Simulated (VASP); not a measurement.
Data:

```
CELL_PARAMETERS angstrom
      0.00000     2.18000     2.18000
      2.18000     0.00000     2.18000
      2.18000     2.18000     0.00000
ATOMIC_POSITIONS crystal
  Si 0.00000 0.00000 0.00000
  C  0.25000 0.25000 0.25000
```

Calculation: PBE GGA, VASP's PBE PAW potentials (set 64) (plane waves; VASP). Settings: EDIFF = 1E-4, 520 eV cut-off, 9×9×9 Γ-centred mesh, Gaussian smearing of 0.050 eV, potentials Si C.

Problem. Give the stress tensor in GPa (positive for a compressed cell).

Solution. 
```
2.93  0.00  0.00
0.00  2.93  0.00
0.00  0.00  2.93
```
The pressure is its mean diagonal, 2.93 GPa.

The compound is SiC in the zinc blende structure. The cell was not relaxed at this level. The run is one of a series of settings (EDIFF = 1E-4 against the base run), some of them coarse on purpose.
